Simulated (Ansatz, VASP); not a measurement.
## HfS2 (1T-HfS2 5 layers, AA): VASP beside Ansatz

Aim: how closely do two programs agree when they are given the same cell, functional and k mesh? The structure shown is the start of the Ansatz relaxation below; VASP solves that cell, so the two are compared at the walk's first step.

Calculated with Ansatz 0.2.0; plane waves, with VASP 6.6.1 beside it; single point at PBE with D3(BJ).

## (1) Set-up

The cell holds 15 atoms: 10 S and 5 Hf. Cell: a = 3.640 Å, b = 3.640 Å, c = 87.161 Å, α = 90.0°, β = 90.0°, γ = 120.0°. Vacuum lies along c.

## (2) Ansatz: relaxation, PBE with D3(BJ)

Ansatz runs on its default PAW (the set named soft_2) files.

The two programs are compared at the cell with which this relaxation starts, whose forces are those of its first step.

The input, input.yaml:

```yaml
crystal:
  lattice:
    - [3.64, 0.0, 0.0]
    - [-1.82, 3.1523324698, 0.0]
    - [0.0, 0.0, 87.1607959533]
  atoms:
    - { symbol: S, position: [0.6666666667, 0.3333333333, 0.3390285699] }
    - { symbol: Hf, position: [0.0, 0.0, 0.3574551982] }
    - { symbol: S, position: [0.3333333333, 0.6666666667, 0.3758818266] }
    - { symbol: S, position: [0.6666666667, 0.3333333333, 0.4103009708] }
    - { symbol: Hf, position: [0.0, 0.0, 0.4287275991] }
    - { symbol: S, position: [0.3333333333, 0.6666666667, 0.4471542275] }
    - { symbol: S, position: [0.6666666667, 0.3333333333, 0.4815733716] }
    - { symbol: Hf, position: [0.0, 0.0, 0.5] }
    - { symbol: S, position: [0.3333333333, 0.6666666667, 0.5184266284] }
    - { symbol: S, position: [0.6666666667, 0.3333333333, 0.5528457725] }
    - { symbol: Hf, position: [0.0, 0.0, 0.5712724009] }
    - { symbol: S, position: [0.3333333333, 0.6666666667, 0.5896990292] }
    - { symbol: S, position: [0.6666666667, 0.3333333333, 0.6241181734] }
    - { symbol: Hf, position: [0.0, 0.0, 0.6425448018] }
    - { symbol: S, position: [0.3333333333, 0.6666666667, 0.6609714301] }
  periodic: [true, true, false]
kpoints:
  mp_grid: { grid: [12, 12, 1] }
hamiltonian:
  xc: pbe
  dispersion: d3bj
scf:
  occupations: { method: fermi_dirac, width: 0.05 }
  convergence: { dr2_threshold: 1.0e-09 }
relax:
  f_tol: 0.004
  max_steps: 90
  cell: {}
output:
  write_potential: true
  write_density: true
  volumetric_format: npy
```

On the command line:

```bash
$ ansatz run input.yaml --threads 4 --pin off --max-ram 12288MiB --backend cpu --events-out ev --progress --plain --runs-dir out
```

Numbers of over 12 decimals in the logs are rounded to 6 here.

Output:

```text
Warning: relax.cell: scf.convergence.dr2_threshold = 1e-9 eV is looser than the 1.03546524513e-10 eV advised for a relaxation that steers and ends on the stress (1e-10 eV for each atom of the cell: 15, times the square of relax.cell.stress_2d_tol = 0.05 N/m over 38.1 Å (the atoms' height at the walk's start and 5 Å past either face), 1.314e-2 GPa, over a crystal's default 0.05). What an SCF threshold leaves in a stress goes as its square root, and in the free energy as the threshold itself, and one threshold admits the most on a small cell: [figures from the program's tests cut] Set scf.convergence.dr2_threshold to 1.03546524513e-10 eV or tighter. [rest of the remark cut]
Engine: ansatz 0.2.0, aarch64-unknown-linux-gnu
Pseudopotentials: kind: paw
Pseudopotential: S, paw, valence charge 6, recommended cutoff 420 eV (normal), S.paw.azcp
Pseudopotential: Hf, paw, valence charge 26, recommended cutoff 420 eV (normal), Hf.paw.azcp
Functional definition: PBE
  parameter kappa = 0.804
  parameter beta = 0.066725
  exchange = pbe_x(kappa = kappa, mu = beta*pi^2/3)
  correlation = pbe_c(beta = beta)
Crystal: 15 atoms, lattice volume = 1000.126 Å³
Basis set: ecut = 420 eV, 19215 PW (Γ), exchange–correlation on 50×50×1200 points (8 copies of the dense FFT grid, shifted against one another)
Bands: 114, of which v1, the nominal top of the filled ones, is band 95 counted from 1 (94 counted from 0)
Symmetry: 12 space group operations
Space group: P-3m1 (ITA 164), of the structure as read, at distance tolerance 1.0e-4 Å
k-points: 19 of 144
Non-local potential: S, projectors of the file, l = 0: 2, l = 1: 2, l = 2: 2
Non-local potential: Hf, projectors of the file, l = 0: 3, l = 1: 2, l = 2: 2, l = 3: 3
PAW form: soft (Blöchl's): semilocal exchange-correlation on the pseudo side does not see the compensation charge
PAW one-centre angular grid: S, 110 points (default); XC on 64 Gauss nodes
PAW one-centre angular grid: Hf, 590 points (default); XC on 64 Gauss nodes
Initial density: superposition of atomic densities (neutral atoms: chi_scale 0, normalization atom), corrected by the library's trained network
Initial wavefunctions: pseudopotential atomic-orbital guess
Functional: x = pbe(κ = 0.804, μ = 0.219515), c = pbe(β = 0.066725)
SCF iter   1: F=—  HF=-87653.962787 eV  |F-HF|=—  |Δ(HF+E_count)|=         —  Δρ=8.34e-4  dr2=9.85e-3  ethr=1.77e-3  ⟨swp⟩=9.9  Hψ=11661  notcnv=0  defer=28
preconditioner: auto → Resta (q_TF=auto, 2.069 Å⁻¹)  ε∞=2.6  [insulator: Δε(μ)=0.713 eV  Ē_g=11.434 eV  σ=0.050 eV  W_gap=1.00  n_scr=146 (ndim 8)  ℏωp=14.4 eV  f_vac=0.643  D(μ)=0.00/eV (n_scr^D=0)  ε∞_Penn≈2.6  vacuum switching on, ρ_ref=9.5e-3 e/Å³]
SCF iter   2: F=—  HF=-87653.962467 eV  |F-HF|=—  |Δ(HF+E_count)|=   3.20e-4  Δρ=4.76e-4  dr2=5.85e-3  ethr=5.19e-6  ⟨swp⟩=4.1  Hψ=7134  notcnv=0  defer=85
SCF iter   3: F=—  HF=-87653.962634 eV  |F-HF|=—  |Δ(HF+E_count)|=   1.67e-4  Δρ=3.10e-4  dr2=1.65e-3  ethr=3.08e-6  ⟨swp⟩=2.3  Hψ=2552  notcnv=0  defer=85
SCF iter   4: F=—  HF=-87653.963149 eV  |F-HF|=—  |Δ(HF+E_count)|=   5.15e-4  Δρ=1.73e-4  dr2=3.73e-4  ethr=8.67e-7  ⟨swp⟩=2.9  Hψ=3236  notcnv=0  defer=85
SCF iter   5: F=—  HF=-87653.963363 eV  |F-HF|=—  |Δ(HF+E_count)|=   2.15e-4  Δρ=5.00e-5  dr2=2.95e-5  ethr=1.96e-7  ⟨swp⟩=3.2  Hψ=3624  notcnv=0  defer=85
SCF iter   6: F=—  HF=-87653.963387 eV  |F-HF|=—  |Δ(HF+E_count)|=   2.36e-5  Δρ=2.28e-5  dr2=1.44e-5  ethr=1.55e-8  ⟨swp⟩=3.0  Hψ=4489  notcnv=0  defer=85
SCF iter   7: F=—  HF=-87653.963555 eV  |F-HF|=—  |Δ(HF+E_count)|=   1.68e-4  Δρ=1.27e-5  dr2=1.71e-6  ethr=7.58e-9  ⟨swp⟩=2.6  Hψ=3226  notcnv=0  defer=86
SCF iter   8: F=—  HF=-87653.963556 eV  |F-HF|=—  |Δ(HF+E_count)|=   1.23e-6  Δρ=4.48e-6  dr2=1.94e-7  ethr=9.00e-10  ⟨swp⟩=3.0  Hψ=4712  notcnv=0  defer=86
SCF iter   9: F=—  HF=-87653.963556 eV  |F-HF|=—  |Δ(HF+E_count)|=   4.15e-8  Δρ=2.05e-6  dr2=4.06e-8  ethr=1.02e-10  ⟨swp⟩=2.9  Hψ=4715  notcnv=0  defer=86
SCF iter  10: F=—  HF=-87653.963556 eV  |F-HF|=—  |Δ(HF+E_count)|=   3.97e-8  Δρ=6.39e-7  dr2=4.85e-9  ethr=2.14e-11  ⟨swp⟩=2.9  Hψ=4985  notcnv=0  defer=86
SCF iter  11: F=—  HF=-87653.963556 eV  |F-HF|=—  |Δ(HF+E_count)|=   1.76e-8  Δρ=4.89e-7  dr2=6.80e-9  ethr=1.00e-12  ⟨swp⟩=11.8  Hψ=18299  notcnv=0
SCF iter  12: F=-87653.963556 eV  HF=-87653.963556 eV  |F-HF|=2.91e-11  |Δ(HF+E_count)|=  7.57e-10  Δρ=8.02e-8  dr2=1.68e-10  ethr=1.00e-12  ⟨swp⟩=8.1  Hψ=16140  notcnv=0
[...]
SCF converged after 5 iterations
Free energy (F): -87655.521850 eV
Harris-Foulkes:  -87655.521850 eV  (|F-HF|=3.96e-9)
Internal energy: -87655.521843 eV  (E = F + TS)
E sigma→0 (E₀):  -87655.521847 eV
Entropy (-TS):   -0.000007 eV (-0.000 meV/atom)
Fermi energy:    -5.740254 eV
--- Per-component energies (eV) ---
  E_band       = -3950.202946
  E_kinetic    = 3174.607325
  E_local      = -3604243.721188  (includes V_loc(G=0)·N_el)
  E_nonlocal   = -5933.927561
  E_hartree    = 1799091.708187
  E_xc         = -2471.607067
  E_vxc        = -2205.474273  (∫ρ·V_xc dr)
  E_paw        = -40637.500266  (= ΣΔE_a)
  E_vpaw       = 7074.896062  (= ΣTr[D̂ρ^β])
  E_aug_tail   = 0.000009  (compensation charges beyond the density's cutoff)
  E_ewald      = 1763369.667970
  E_disp       = -4.749252  (pairwise vdW)
  E_smearing   = -0.000007  (= −TS)
  E_closure    = 0.000000  (closes the sum)
  Σ components = -87655.521850   (vs F -87655.521850, Δ=0.00e0)
--- Forces (eV/Å), atoms counted from 1 ---
  atom   1  S      0.00000000     0.00000000    -0.00017069
  atom   2  Hf    -0.00000000    -0.00000000    -0.00014509
  atom   3  S      0.00000000    -0.00000000     0.00021197
  atom   4  S      0.00000000     0.00000000    -0.00074650
  atom   5  Hf    -0.00000000    -0.00000000     0.00012899
  atom   6  S      0.00000000    -0.00000000     0.00092567
  atom   7  S      0.00000000     0.00000000    -0.00137283
  atom   8  Hf    -0.00000000    -0.00000000     0.00000000
  atom   9  S      0.00000000    -0.00000000     0.00137283
  atom  10  S      0.00000000     0.00000000    -0.00092567
  atom  11  Hf     0.00000000     0.00000000    -0.00012899
  atom  12  S      0.00000000    -0.00000000     0.00074650
  atom  13  S     -0.00000000     0.00000000    -0.00021197
  atom  14  Hf    -0.00000000     0.00000000     0.00014509
  atom  15  S     -0.00000000    -0.00000000     0.00017069
  max |Σ_I F_I| component: 1.85e-17 eV/Å
--- 2D stress c σ (N/m, compression-positive) ---
       -0.020515       0.000000       0.000000
        0.000000      -0.020515       0.000000
        0.000000       0.000000      -0.000000
  P = ½ c Tr σ = -0.0205 N/m
--- Band table (eV; the first three rows and the last of 19) ---
  k-point 0: bands = [... 91 lower, -6.3226, -6.3026, -6.3026, -6.2733, -4.3200, -4.3200, -4.3049, -4.3049, ... 15 higher]
  k-point 1: bands = [... 91 lower, -6.5410, -6.5190, -6.4930, -6.2501, -4.3038, -4.2851, -4.2635, -4.2472, ... 15 higher]
  k-point 2: bands = [... 91 lower, -6.8645, -6.7921, -6.5391, -6.3496, -4.4651, -4.4475, -4.4330, -4.4251, ... 15 higher]
  k-point 18: bands = [... 91 lower, -8.1014, -8.1014, -8.0385, -7.9306, -3.6189, -3.5688, -3.5090, -3.4582, ... 15 higher]
  the weakly bound empty levels are not read free of the cell's end (no_gap_told)
--- Relaxed structure (11 steps of the walk, 11 accepted, 1 SCFs on fresh bases) ---
  F+E_penalty+E_count = -87655.52185021 eV   max|allowed force component| = 1.373e-3 eV/Å   (the final SCF, on the basis selected at the relaxed cell)
  cell:  # Å, volume = 982.8051 Å³
    - [3.608343, 0, 0]
    - [-1.804171, 3.124917, 0]
    - [0, 0, 87.1607959533]
  atoms:
    - { symbol: S, position: [0.666667, 0.333333, 0.350773] }
    - { symbol: Hf, position: [-1.783341362441767e-17, 0, 0.367517] }
    - { symbol: S, position: [0.333333, 0.666667, 0.384224] }
    - { symbol: S, position: [0.666667, 0.333333, 0.417117] }
    - { symbol: Hf, position: [-9.016858865114284e-18, 0, 0.433815] }
    - { symbol: S, position: [0.333333, 0.666667, 0.450512] }
    - { symbol: S, position: [0.666667, 0.333333, 0.483304] }
    - { symbol: Hf, position: [0, 0, 0.500000] }
    - { symbol: S, position: [0.333333, 0.666667, 0.516696] }
    - { symbol: S, position: [0.666667, 0.333333, 0.549488] }
    - { symbol: Hf, position: [9.016858865114278e-18, 0, 0.566185] }
    - { symbol: S, position: [0.333333, 0.666667, 0.582883] }
    - { symbol: S, position: [0.666667, 0.333333, 0.615776] }
    - { symbol: Hf, position: [1.783341362441768e-17, 0, 0.632483] }
    - { symbol: S, position: [0.333333, 0.666667, 0.649227] }
```

(Part 1 of 2 ends here.)

[Lines on the potential files, build, host, timing and source positions are cut from VASP's logs without a mark.]

[Logs are printed without paths, hosts, clocks, repeated set-up lines and the standing remarks that a program may print on its own settings, such as how far it seeks lower states.]

[Hosts, paths, dates, database ids (printed as entryN), source tags and the programs' standing remarks are cut or masked in the printed files.]
